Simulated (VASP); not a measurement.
Given:

```yaml
crystal:
  lattice:
    - [0.00000, 1.96238, 1.96238]
    - [1.96238, 0.00000, 1.96238]
    - [1.96238, 1.96238, 0.00000]
  atoms:
    - { symbol: Pt, position: [0.00000, 0.00000, 0.00000] }
```

These are PBE GGA with D3 dispersion (Becke-Johnson damping), VASP's PBE PAW potentials (set 64) (plane waves; VASP 6.6.1) values and carry that method's errors. Settings: 520 eV cut-off, 18×18×18 Γ-centred mesh, tetrahedra with Blöchl corrections, potentials Pt.

Unless said otherwise, spin-orbit coupling is left out, though it shifts the bands of the heavy elements here.

Task: What does the run give for the energy per atom (σ→0), band gap (on the k-mesh) with the smallest direct gap where there is one?

Result: 
The band gap (on the k-mesh) comes out as none (metal, semimetal or under 0.01 eV) and the energy per atom (σ→0) comes out as -662.0 kJ/mol-atom.

Only differences to runs with the same potentials and settings are physical.

The compound is Pt in the fcc structure. It was relaxed first.
